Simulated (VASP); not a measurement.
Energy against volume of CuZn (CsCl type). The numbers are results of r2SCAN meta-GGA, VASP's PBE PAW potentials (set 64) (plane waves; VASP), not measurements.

```tsv
V (Å³/atom)	E (eV/atom)
11.729	-9.94438
12.103	-9.96143
12.478	-9.96719
12.852	-9.96365
13.226	-9.95238
```

Task: Fit a third-order Birch-Murnaghan equation of state.

Result: 
| Item | Value |
|---|---|
| volume per atom | 12.51 Å^3/atom |
| bulk modulus | 131 GPa |
| pressure derivative of the bulk modulus | 5.32 |
| lattice constant a | 2.925 Å |

Measured: bulk modulus 116 GPa (computed value off by +12.8 %), as given by Niraj K. Nepal et al., Physical Review B (2020), arXiv:2007.11150; a 2.958 Å (computed value off by -1.1 %), as given by First-Principles Study on the Electrical and Thermal Conductivities of Cu–Zn Binary Alloys. The calculation is for a static lattice, while the measured bulk modulus, a hold thermal and zero-point effects, which are part of the difference.

The compound is CuZn in the CsCl type structure. It was relaxed first.
